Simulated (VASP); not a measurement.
# What spin-orbit coupling changes in TiSb, part 3 of 4

Aim: run bands, DOS and a relaxation of TiSb twice, without and with spin-orbit coupling. All runs use LDA. Left out of this account: 1 further run (self-consistent run: a reference on another mesh). The start is a cell from a database of measured crystal structures.

VASP 6.6.1, plane waves and PAW; the level of theory is named at each step.

Still holding for the runs below: The k-mesh is coarse for a metal.

So far. Step 3 (Band structure (LDA + SOC)): There is no gap at this level. Without the coupling there was no gap either. The run took 4.6 times the core time, with 46 spinor bands against 31. Step 4 (Density of states (LDA)): Of the states within 0.3 eV of the Fermi level, the largest shares in the PAW spheres are Ti d 69 %. The rest lies in smaller channels or between the spheres.

**5. Total and projected DOS (LDA + SOC)**

This step: LDA, spin-orbit coupling; plane waves and PAW (Ti_sv, Sb) (VASP 6.6.1).

Here the states are counted by energy and projected on the atoms.

The input, INCAR:

```
SYSTEM = TiSb
PREC = Accurate
ENCUT = 400
EDIFF = 1E-06
NELM = 100
ISMEAR = -5
SIGMA = 0.05
LREAL = .FALSE.
ALGO = Normal
GGA = CA
LNONCOLLINEAR = .TRUE.
MAGMOM = 0 0 0 0 0 0 0 0 0 0 0 0
NBANDS = 46
GGA_COMPAT = .FALSE.
LASPH = .TRUE.
LSORBIT = .TRUE.
LMAXMIX = 4
LORBIT = 11
LWAVE = .FALSE.
LCHARG = .FALSE.
KPAR = 4
NEDOS = 2001
```

The input, POSCAR:

```
TiSb
1.0
    4.1033000000      0.0000000000      0.0000000000
   -2.0516500000      3.5535620393      0.0000000000
    0.0000000000      0.0000000000      6.2836000000
Ti Sb
2 2
Direct
    0.0000000000      0.0000000000      0.0000000000
    0.0000000000      0.0000000000      0.5000000000
    0.3333333333      0.6666666667      0.2500000000
    0.6666666667      0.3333333333      0.7500000000
```

The input, KPOINTS:

```
Automatic mesh
0
Gamma
7 7 4
0 0 0
```

Potentials, in the order of the species: Ti_sv and Sb (LDA family, release 64).

Launch:

```sh
mpirun -np 4 vasp_ncl
```

The log of the run:

```text
[... set-up lines as in an earlier step ...]
 entering main loop
       N       E                     dE             d eps       ncg     rms          rms(c)
DAV:   1     0.346439145881E+03    0.34644E+03   -0.13320E+04  2224   0.125E+03
DAV:   2     0.134251544517E+02   -0.33301E+03   -0.32393E+03  2334   0.411E+02
DAV:   3    -0.275298579864E+02   -0.40955E+02   -0.40198E+02  3368   0.133E+02
DAV:   4    -0.322316202578E+02   -0.47018E+01   -0.46554E+01  3458   0.373E+01
DAV:   5    -0.325343016984E+02   -0.30268E+00   -0.30178E+00  3220   0.815E+00    0.138E+01
DAV:   6    -0.292951156637E+02    0.32392E+01   -0.34913E+01  2830   0.423E+01    0.594E+00
DAV:   7    -0.288058635544E+02    0.48925E+00   -0.62455E+00  2836   0.185E+01    0.350E+00
DAV:   8    -0.287550122427E+02    0.50851E-01   -0.51753E-01  3052   0.501E+00    0.113E+00
DAV:   9    -0.287469231571E+02    0.80891E-02   -0.64169E-02  2938   0.221E+00    0.530E-01
DAV:  10    -0.287470334886E+02   -0.11033E-03   -0.76234E-03  3250   0.661E-01    0.268E-01
DAV:  11    -0.287470537630E+02   -0.20274E-04   -0.26513E-03  2802   0.360E-01    0.660E-02
DAV:  12    -0.287470357693E+02    0.17994E-04   -0.25872E-04  3110   0.115E-01    0.208E-02
DAV:  13    -0.287470368042E+02   -0.10349E-05   -0.29091E-05  3204   0.316E-02    0.595E-03
DAV:  14    -0.287470390707E+02   -0.22665E-05   -0.73391E-07  1888   0.899E-03    0.206E-03
DAV:  15    -0.287470403823E+02   -0.13115E-05   -0.71011E-07  1620   0.745E-03    0.144E-03
DAV:  16    -0.287470403115E+02    0.70766E-07   -0.14005E-07  1434   0.395E-03
   1 F= -.28747040E+02 E0= -.28747040E+02  d E =0.000000E+00  mag=    -0.0000    -0.0000     0.0000
 [... a notice as in an earlier step ...]
```

Wall time 27 s (4 MPI ranks of Intel Xeon 6975P-C (Granite Rapids), shared host); peak memory 1.2 GiB.

OUTCAR, selected parts (step 5):

```text
   NELECT =      34.0000    total number of electrons

 E-fermi :   7.8229

 k-point     1 :       0.0000    0.0000    0.0000
  band No.  band energies     occupation
    ...
     32       7.5559      1.00000
     33       7.7854      1.00000
     34       7.7854      1.00000
     35       7.8072      0.55570
     36       7.8072      0.53538
     37       8.3385      0.00000
     38       8.3385      0.00000
     39       9.0130      0.00000
     40       9.0130      0.00000
     41       9.0329      0.00000
    ...

  Total       -4.7885424     -4.7885424     -4.9352297      0.0000000     -0.0000000      0.0000000
  in kB      -83.7352304    -83.7352304    -86.3002888      0.0000000     -0.0000000      0.0000000
  external PRESSURE =     -84.5902498 kB  Pullay stress =       0.0000000 kB

 POSITION                                       TOTAL-FORCE (eV/Angst)
 -----------------------------------------------------------------------------------
      0.00000      0.00000      0.00000         0.000000      0.000000      0.000000
      0.00000      0.00000      3.14180         0.000000      0.000000      0.000000
     -0.00000      2.36904      1.57090        -0.000000     -0.000000     -0.000000
      2.05165      1.18452      4.71270         0.000000      0.000000      0.000000
 -----------------------------------------------------------------------------------
    total drift:                               -0.000000      0.000000      0.000000

  FREE ENERGIE OF THE ION-ELECTRON SYSTEM (eV)
  ---------------------------------------------------
  free  energy   TOTEN  =       -28.7470403115 eV

  energy  without entropy=      -28.7470403115  energy(sigma->0) =      -28.74704031

 Spin-Orbit-Coupling matrix elements
 Ion:    1  E_soc:     -0.0136035
 Ion:    2  E_soc:     -0.0136035
 Ion:    3  E_soc:     -0.1269072
 Ion:    4  E_soc:     -0.1269072

 magnetization (x)
# of ion       s       p       d       tot
------------------------------------------
    1        0.000   0.000  -0.000  -0.000
    2        0.000   0.000   0.000   0.000
    3        0.000   0.000  -0.000  -0.000
    4        0.000  -0.000  -0.000  -0.000
--------------------------------------------------
tot          0.000   0.000  -0.000  -0.000

 magnetization (y)
# of ion       s       p       d       tot
------------------------------------------
    1        0.000   0.000   0.000   0.000
    2       -0.000  -0.000   0.000  -0.000
    3        0.000  -0.000  -0.000  -0.000
    4        0.000  -0.000   0.000  -0.000
--------------------------------------------------
tot         -0.000  -0.000   0.000  -0.000

 magnetization (z)
# of ion       s       p       d       tot
------------------------------------------
    1        0.000   0.000   0.000   0.000
    2        0.000   0.000   0.000   0.000
    3        0.000   0.000   0.000   0.000
    4        0.000   0.000   0.000   0.000
--------------------------------------------------
tot          0.000   0.000   0.000   0.000

[... 9 parts as in an earlier step ...]

[... 8 further parts left out ...]
```

Numbers from this step:

* bands: 46
* free energy (TOTEN): -28.75 eV
* Fermi energy: 7.823 eV
* pressure: -8.459 GPa
* DOS at the Fermi level: 4.322 states/eV/cell

On-site spin-orbit energy by atom:

| atom | on-site spin-orbit energy (eV) |
| --- | --- |
| Ti1 | -0.014 |
| Ti2 | -0.014 |
| Sb3 | -0.127 |
| Sb4 | -0.127 |

The density of states has structure finer than the step of the table below, so its rows give means over 0.5 eV, whole bins alone (the curve runs from -12.0 to 0.821 eV). Peaks (eV: height): total -9.01: 7.14, -1.82: 6.98, 0.03: 4.95, 0.62: 14.8; Ti d -1.82: 2.03, 0.62: 11.2; Sb p -4.26: 1.08, -2.28: 1.47, -1.88: 1.62, 0.62: 0.315; Ti p -9.01: 0.0909, -4.26: 0.0981, -2.28: 0.152, -1.88: 0.217; Ti s -9.40: 0.0363, -4.26: 0.273, -2.54: 0.086, 0.62: 0.114.

States under -12.0 eV and over 0.8 eV are left out. Density of states against energy, zero at the Fermi level; means over each step; values in states/eV/cell:

| energy (eV) | total | Ti d | Sb p | Ti p | Ti s | Sb s |
| --- | --- | --- | --- | --- | --- | --- |
| -11.5 | 0 | 0 | 0 | 0 | 0 | 0 |
| -11.0 | 0.137 | 0 | 3.8e-4 | 5.4e-4 | 0.00667 | 0.0617 |
| -10.5 | 0.613 | 0.00110 | 0.00305 | 0.00520 | 0.0251 | 0.285 |
| -10.0 | 1.10 | 0.00642 | 0.00669 | 0.0150 | 0.0320 | 0.541 |
| -9.5 | 2.37 | 0.0329 | 0.0102 | 0.0421 | 0.0344 | 1.26 |
| -9.0 | 3.77 | 0.114 | 0.00619 | 0.0559 | 0.0201 | 2.13 |
| -8.5 | 8.9e-4 | 0 | 0 | 0 | 0 | 0 |
| -8.0 | 0 | 0 | 0 | 0 | 0 | 0 |
| -7.5 | 0 | 0 | 0 | 0 | 0 | 0 |
| -7.0 | 0 | 0 | 0 | 0 | 0 | 0 |
| -6.5 | 0 | 0 | 0 | 0 | 0 | 0 |
| -6.0 | 0 | 0 | 0 | 0 | 0 | 0 |
| -5.5 | 0 | 0 | 0 | 0 | 0 | 0 |
| -5.0 | 0.156 | 0.00981 | 0.0341 | 0.00184 | 0.0120 | 0.00236 |
| -4.5 | 2.68 | 0.174 | 0.598 | 0.0497 | 0.181 | 0.0419 |
| -4.0 | 2.60 | 0.231 | 0.596 | 0.0594 | 0.117 | 0.0581 |
| -3.5 | 1.78 | 0.211 | 0.415 | 0.0434 | 0.0634 | 0.0411 |
| -3.0 | 1.93 | 0.284 | 0.457 | 0.0610 | 0.0489 | 0.0291 |
| -2.5 | 4.75 | 1.04 | 1.13 | 0.135 | 0.0732 | 0.0200 |
| -2.0 | 5.64 | 1.54 | 1.32 | 0.165 | 0.0281 | 0.0127 |
| -1.5 | 3.62 | 1.17 | 0.741 | 0.103 | 0.0105 | 0.00685 |
| -1.0 | 1.05 | 0.524 | 0.112 | 0.0125 | 0.00398 | 0.00126 |
| -0.5 | 2.21 | 1.38 | 0.0753 | 0.0125 | 0.00819 | 0.00216 |
| 0.0 | 3.59 | 2.50 | 0.0491 | 0.0148 | 0.0120 | 0.00176 |
| 0.5 | 8.19 | 6.22 | 0.141 | 0.0333 | 0.0456 | 0.0169 |

The DOS at the Fermi level goes from 4.52 to 4.32 states/eV/cell, a number that is sensitive to the mesh. The run took 4.1 times the core time, with 46 spinor bands against 31. Of the states within 0.3 eV of the Fermi level, the largest shares in the PAW spheres are Ti d 70 %. The rest lies in smaller channels or between the spheres.

**6. Full relaxation (LDA)**

This step: LDA; plane waves and PAW (Ti_sv, Sb) (VASP 6.6.1).

Last, the cell itself: ISIF = 3 frees volume, shape and positions, first without the coupling.

The input, INCAR:

```
SYSTEM = TiSb
PREC = Accurate
ENCUT = 400
EDIFF = 1E-06
NELM = 100
ISMEAR = -1
SIGMA = 0.05
LREAL = .FALSE.
ALGO = Normal
GGA = CA
NBANDS = 23
LASPH = .TRUE.
LORBIT = 11
LWAVE = .FALSE.
LCHARG = .FALSE.
KPAR = 4
IBRION = 2
NSW = 60
ISIF = 3
EDIFFG = -0.01
```

POSCAR is that of step 5.

KPOINTS is that of step 5.

Launch:

```sh
mpirun -np 4 vasp_std
```

The log of the run:

```text
[... set-up lines as in an earlier step ...]
 entering main loop
       N       E                     dE             d eps       ncg     rms          rms(c)
DAV:   1     0.299502763404E+03    0.29950E+03   -0.13637E+04  1104   0.123E+03
DAV:   2    -0.129836301953E+01   -0.30080E+03   -0.29344E+03  1217   0.381E+02
DAV:   3    -0.301953180006E+02   -0.28897E+02   -0.28240E+02  1933   0.112E+02
DAV:   4    -0.322543890331E+02   -0.20591E+01   -0.20473E+01  1584   0.248E+01
DAV:   5    -0.324005038879E+02   -0.14611E+00   -0.14611E+00  1613   0.499E+00    0.134E+01
DAV:   6    -0.292321509634E+02    0.31684E+01   -0.35629E+01  1427   0.419E+01    0.600E+00
DAV:   7    -0.286888499295E+02    0.54330E+00   -0.64613E+00  1404   0.185E+01    0.337E+00
DAV:   8    -0.286467038915E+02    0.42146E-01   -0.76688E-01  1497   0.590E+00    0.129E+00
DAV:   9    -0.286224852171E+02    0.24219E-01   -0.17638E-01  1476   0.331E+00    0.342E-01
DAV:  10    -0.286230331493E+02   -0.54793E-03   -0.58740E-03  1599   0.570E-01    0.120E-01
DAV:  11    -0.286231355905E+02   -0.10244E-03   -0.92395E-04  1641   0.184E-01    0.789E-02
DAV:  12    -0.286230710991E+02    0.64491E-04   -0.52101E-04  1483   0.155E-01    0.800E-03
DAV:  13    -0.286230707515E+02    0.34761E-06   -0.10603E-05  1292   0.258E-02    0.364E-03
DAV:  14    -0.286230707463E+02    0.51446E-08   -0.90041E-07   855   0.861E-03
   1 F= -.28623071E+02 E0= -.28604968E+02  d E =-.286231E+02
 curvature:   0.00 expect dE= 0.000E+00 dE for cont linesearch  0.000E+00
 trial: gam= 0.00000 g(F)=  0.732E-48 g(S)=  0.836E+00 ort = 0.000E+00 (trialstep = 0.100E+01)
 search vector abs. value=  0.836E+00
 bond charge predicted
       N       E                     dE             d eps       ncg     rms          rms(c)
DAV:   1    -0.397666156878E+02   -0.11144E+02   -0.26837E+02  1189   0.172E+02    0.275E+01
DAV:   2    -0.296557801576E+02    0.10111E+02   -0.60103E+01  1361   0.777E+01    0.817E+00
DAV:   3    -0.286060834090E+02    0.10497E+01   -0.61048E+00  1457   0.155E+01    0.364E+00
DAV:   4    -0.285148215174E+02    0.91262E-01   -0.19919E+00  1836   0.827E+00    0.227E+00
DAV:   5    -0.285982227347E+02   -0.83401E-01   -0.21366E-01  1560   0.415E+00    0.751E-01
DAV:   6    -0.286610160987E+02   -0.62793E-01   -0.24281E-01  1615   0.240E+00    0.588E-01
DAV:   7    -0.286628711778E+02   -0.18551E-02   -0.15024E-02  1511   0.950E-01    0.341E-01
DAV:   8    -0.286630036272E+02   -0.13245E-03   -0.18737E-03  1654   0.317E-01    0.173E-01
DAV:   9    -0.286633904559E+02   -0.38683E-03   -0.11378E-03  1396   0.281E-01    0.365E-02
DAV:  10    -0.286633863926E+02    0.40633E-05   -0.11933E-04  1653   0.611E-02    0.267E-02
DAV:  11    -0.286633941837E+02   -0.77911E-05   -0.19489E-05  1320   0.330E-02    0.876E-03
DAV:  12    -0.286633945213E+02   -0.33763E-06   -0.34961E-06  1217   0.910E-03
   2 F= -.28663395E+02 E0= -.28648379E+02  d E =-.403238E-01
[... from here on, the cycles between the ionic steps are left out ...]
   3 F= -.28865155E+02 E0= -.28848861E+02  d E =-.242085E+00
   4 F= -.28865178E+02 E0= -.28848917E+02  d E =-.242107E+00
   5 F= -.28868548E+02 E0= -.28852410E+02  d E =-.337024E-02
   6 F= -.28872458E+02 E0= -.28857025E+02  d E =-.728049E-02
   7 F= -.28872472E+02 E0= -.28857098E+02  d E =-.729398E-02
   8 F= -.28872469E+02 E0= -.28857123E+02  d E =-.729137E-02
   9 F= -.28872395E+02 E0= -.28856993E+02  d E =0.737004E-04
 trial-energy change:    0.000074  1 .order    0.000066   -0.000182    0.000314
 step:   0.4975(harm=  0.5282)  dis= 0.00000  next Energy=   -28.872500 (dE=-0.311E-04)
 bond charge predicted
       N       E                     dE             d eps       ncg     rms          rms(c)
DAV:   1    -0.288740217650E+02   -0.16264E-02   -0.35041E-02  1299   0.209E+00    0.320E-01
DAV:   2    -0.288728848745E+02    0.11369E-02   -0.16383E-02  1518   0.109E+00    0.107E-01
DAV:   3    -0.288725247871E+02    0.36009E-03   -0.20500E-03  1525   0.317E-01    0.549E-02
DAV:   4    -0.288724843631E+02    0.40424E-04   -0.43065E-04  1775   0.128E-01    0.273E-02
DAV:   5    -0.288724893048E+02   -0.49417E-05   -0.19301E-05  1428   0.364E-02    0.172E-02
DAV:   6    -0.288724991864E+02   -0.98816E-05   -0.61866E-06  1603   0.152E-02    0.721E-03
DAV:   7    -0.288725032857E+02   -0.40993E-05   -0.13963E-05  1731   0.155E-02    0.302E-03
DAV:   8    -0.288725032664E+02    0.19283E-07   -0.43555E-07   588   0.477E-03
  10 F= -.28872503E+02 E0= -.28857137E+02  d E =-.343060E-04
 curvature:  -0.26 expect dE=-0.369E-06 dE for cont linesearch -0.131E-06
 trial: gam= 0.00000 g(F)=  0.102E-47 g(S)=  0.140E-05 ort =-0.791E-05 (trialstep = 0.125E+01)
 search vector abs. value=  0.140E-05
 reached required accuracy - stopping structural energy minimisation
```

Elapsed: 30 s, on 4 MPI ranks; peak memory 0.73 GiB; 1.9 min of CPU time.

From OUTCAR (step 6):

```text
   k-points           NKPTS =     24   k-points in BZ     NKDIM =     24   number of bands    NBANDS=     23

   NELECT =      34.0000    total number of electrons

 E-fermi :   8.9790

 k-point     1 :       0.0000    0.0000    0.0000
  band No.  band energies     occupation
    ...
     14       7.8363      2.00000
     15       8.7456      1.98139
     16       8.7456      1.98139
     17       8.9794      0.99608
     18       8.9794      0.99608
     19      10.2942      0.00000
     20      10.2942      0.00000
     21      10.3780      0.00000
     22      10.3780      0.00000
     23      10.7994      0.00000

  Total        0.0003011      0.0003011     -0.0107636      0.0000000     -0.0000000      0.0000000
  in kB        0.0058187      0.0058187     -0.2079831      0.0000000     -0.0000000      0.0000000
  external PRESSURE =      -0.0654486 kB  Pullay stress =       0.0000000 kB

 POSITION                                       TOTAL-FORCE (eV/Angst)
 -----------------------------------------------------------------------------------
      0.00000      0.00000      0.00000         0.000000     -0.000000      0.000000
     -0.00000     -0.00000      3.10378         0.000000      0.000000      0.000000
     -0.00000      2.26743      1.55189        -0.000000      0.000000     -0.000000
      1.96365      1.13371      4.65567         0.000000      0.000000      0.000000
 -----------------------------------------------------------------------------------
    total drift:                               -0.000000      0.000000      0.000000

  FREE ENERGIE OF THE ION-ELECTRON SYSTEM (eV)
  ---------------------------------------------------
  free  energy   TOTEN  =       -28.8725032664 eV

  energy  without entropy=      -28.8417703378  energy(sigma->0) =      -28.85713680

 reached required accuracy - stopping structural energy minimisation

[... 7 parts as in an earlier step ...]

[... 9 further parts left out ...]
```

After so large a change of volume the plane waves of the start cell no longer fit, so the final stress carries a basis-set error. The run keeps the 24 symmetry operations of its start, so it cannot find a distortion of lower symmetry.

Relaxation path:

| step | energy less that of the first step (eV) | largest force (eV/Å) | pressure (GPa) | volume (Å³) |
| --- | --- | --- | --- | --- |
| 1 | 0.0000 | 0.0000 | -8.40 | 91.62 |
| 2 | -0.0403 | 0.0000 | 10.54 | 76.59 |
| 3 | -0.2421 | 0.0000 | -0.13 | 83.27 |
| 4 | -0.2421 | 0.0000 | 0.07 | 83.11 |
| 5 | -0.2455 | 0.0000 | 0.07 | 83.04 |
| 6 | -0.2494 | 0.0000 | 0.11 | 82.85 |
| 7 | -0.2494 | 0.0000 | 0.11 | 82.83 |
| 8 | -0.2494 | 0.0000 | 0.11 | 82.83 |
| 9 | -0.2493 | 0.0000 | -0.20 | 83.08 |
| 10 | -0.2494 | 0.0000 | -0.01 | 82.92 |

| conventional cell, symmetrised | before | after | change |
| --- | --- | --- | --- |
| a (Å) | 4.103 | 3.927 | -4.3 % |
| b (Å) | 4.103 | 3.927 | -4.3 % |
| c (Å) | 6.284 | 6.208 | -1.2 % |
| volume (Å³/atom) | 22.91 | 20.73 | -9.5 % |

Final coordinates:

```
Ti Sb
1.0
     3.92730    0.00000    0.00000
    -1.96365    3.40114    0.00000
     0.00000    0.00000    6.20756
Ti Sb
2 2
Direct
  0.00000 0.00000 0.00000
  0.00000 0.00000 0.50000
  0.33333 0.66667 0.25000
  0.66667 0.33333 0.75000
```

Numbers from this step:

- bands: 23
- free energy (TOTEN): -28.87 eV
- energy at zero smearing: -28.86 eV
- Fermi energy: 8.979 eV
- pressure: -0.006545 GPa
- SCF cycles over all ionic steps: 83

It ends with forces that vanish by symmetry and a pressure of -0.01 GPa.

[end of part 3 of 4]

[Lines on the potential files, build, host, timing and source positions are cut from VASP's logs without a mark.]

[Logs are printed without paths, hosts, clocks, repeated set-up lines and the standing remarks that a program may print on its own settings, such as how far it seeks lower states.]

[Hosts, paths, dates, database ids (printed as entryN), source tags and the programs' standing remarks are cut or masked in the printed files.]

[A measured line is paired with the nearest computed mode of its activity, which favours agreement.]
